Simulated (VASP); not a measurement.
Method: LDA (Ceperley-Alder, Perdew-Zunger), VASP's LDA PAW potentials (set 64) (plane waves; VASP 6.6.1).

The input files of a VASP run:

### KPOINTS
```
Automatic mesh
0
Gamma
8 8 8
0 0 0
```

### POSCAR
```
LaSi3Os
4.9899450
 -0.4294506252   0.4294506252   1.0000000000
  0.4294506252  -0.4294506252   1.0000000000
  0.4294506252   0.4294506252  -1.0000000000
La Si Os
1 3 1
Direct
  0.9930630000   0.9991770000  -0.0012990000
  0.4033340000   0.3953080000  -0.0258140000
  0.2724190000   0.7573390000   0.5065190000
  0.7706590000   0.2786880000   0.5265250000
  0.6545250000   0.6634880000  -0.0059310000
```

**INCAR**
```
SYSTEM = LaSi3Os
PREC = Accurate
ENCUT = 300
EDIFF = 1E-6
NELM = 100
ALGO = Normal
LREAL = .FALSE.
LASPH = .TRUE.
ISMEAR = 0
SIGMA = 0.1
LMAXMIX = 6
LWAVE = .FALSE.
LCHARG = .FALSE.
ISIF = 2
```

POTCAR, in this order: La Si Os (LDA.64 set). Program: vasp_std.

Output of the run:

**OSZICAR**
```
       N       E                     dE             d eps       ncg     rms          rms(c)
DAV:   1     0.178665355213E+03    0.17867E+03   -0.81442E+03  9888   0.125E+03
DAV:   2     0.487319608247E+01   -0.17379E+03   -0.16692E+03 12368   0.270E+02
DAV:   3    -0.361747099574E+02   -0.41048E+02   -0.39708E+02 14998   0.111E+02
DAV:   4    -0.401017400570E+02   -0.39270E+01   -0.36839E+01 18517   0.378E+01
DAV:   5    -0.403521046527E+02   -0.25036E+00   -0.23864E+00 15016   0.879E+00    0.251E+01
DAV:   6    -0.397678137916E+02    0.58429E+00   -0.79735E+00 16664   0.155E+01    0.732E+00
DAV:   7    -0.395264566991E+02    0.24136E+00   -0.51467E+00 16128   0.141E+01    0.101E+01
DAV:   8    -0.393357937785E+02    0.19066E+00   -0.88122E-01 16464   0.644E+00    0.610E-01
DAV:   9    -0.393348373743E+02    0.95640E-03   -0.13062E-01 15664   0.194E+00    0.348E-01
DAV:  10    -0.393334915347E+02    0.13458E-02   -0.98026E-03 16280   0.738E-01    0.244E-01
DAV:  11    -0.393334585324E+02    0.33002E-04   -0.60649E-04 15376   0.165E-01    0.854E-02
DAV:  12    -0.393334253937E+02    0.33139E-04   -0.28130E-04 16496   0.992E-02    0.243E-02
DAV:  13    -0.393334262948E+02   -0.90113E-06   -0.21134E-05 16200   0.321E-02    0.141E-02
DAV:  14    -0.393334259737E+02    0.32115E-06   -0.12833E-06  7488   0.915E-03
   1 F= -.39333426E+02 E0= -.39329199E+02  d E =-.845456E-02
```

File OUTCAR:
```
------------------------ aborting loop because EDIFF is reached ----------------------------------------
  FORCE on cell =-STRESS in cart. coord.  units (eV):
  Direction    XX          YY          ZZ          XY          YZ          ZX
  --------------------------------------------------------------------------------------
  Total       -2.3396734     -2.1474006     -3.3829512     -0.0244400     -0.8384442     -0.6233996
  in kB      -40.8970592    -37.5361653    -59.1333624     -0.4272069    -14.6558505    -10.8969091
  external PRESSURE =     -45.8555290 kB  Pullay stress =       0.0000000 kB
  volume of cell :       91.66
      direct lattice vectors                 reciprocal lattice vectors
    -2.142935000  2.142935000  4.989945000     0.000000000  0.233324856  0.100201505
     2.142935000 -2.142935000  4.989945000     0.233324856  0.000000000  0.100201505
     2.142935000  2.142935000 -4.989945000     0.233324856  0.233324856  0.000000000
 POSITION                                       TOTAL-FORCE (eV/Angst)
 -----------------------------------------------------------------------------------
      2.15325      2.12705      4.95770        -0.175051     -0.017685      0.263408
      2.07042      2.10482     -0.87595         0.454733      0.179193      1.140243
      2.12459      0.04629      2.61093         0.053970     -1.062101      0.131825
      0.07405      2.18257      2.60885        -1.044813     -0.094215      0.122171
      2.14943      2.11102      1.61646         0.711161      0.994807     -1.657648
 -----------------------------------------------------------------------------------
    total drift:                               -0.000336     -0.000210      0.000772
  FREE ENERGIE OF THE ION-ELECTRON SYSTEM (eV)
  ---------------------------------------------------
  free  energy   TOTEN  =       -39.3334259737 eV

  energy  without entropy=      -39.3249714164  energy(sigma->0) =      -39.32919870
```
(Selected blocks of OUTCAR.)

At this cut-off the stress carries a Pulay error, which pulls relaxed volumes low.

The structure comes from a computed database's LaSi3Os entry; how it stands against other phases isn't given here. The cell was not relaxed at this level, atoms are displaced from their ideal sites. The electron count is odd and the run is not spin-polarised, which forces a metal.
